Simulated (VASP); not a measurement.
Consider the following.

```
CELL_PARAMETERS angstrom
      2.82053     0.00000     0.00000
      0.00000     2.82053     0.00000
      0.00000     0.00000     2.82053
ATOMIC_POSITIONS crystal
  Al 0.50000 0.50000 0.50000
  Co 0.00000 0.00000 0.00000
```

Computed with r2SCAN meta-GGA, VASP's PBE PAW potentials (set 64) (plane waves; VASP). Numerical set-up: 400 eV cut-off, 14×14×14 Γ-centred mesh, tetrahedra with Blöchl corrections, potentials Al Co.

The job: CoAl (CsCl type), 2 atoms, r2SCAN, static run, 400 eV, 14×14×14 Γ-centred mesh. Roughly how much core time does it take on a busy server core?

About 40 core-seconds (one run on a shared machine, a rough figure). It had 120 irreducible k-points, 10 bands, up to 437 plane waves and 16 electronic steps.

The compound is CoAl in the CsCl type structure. It was relaxed first.
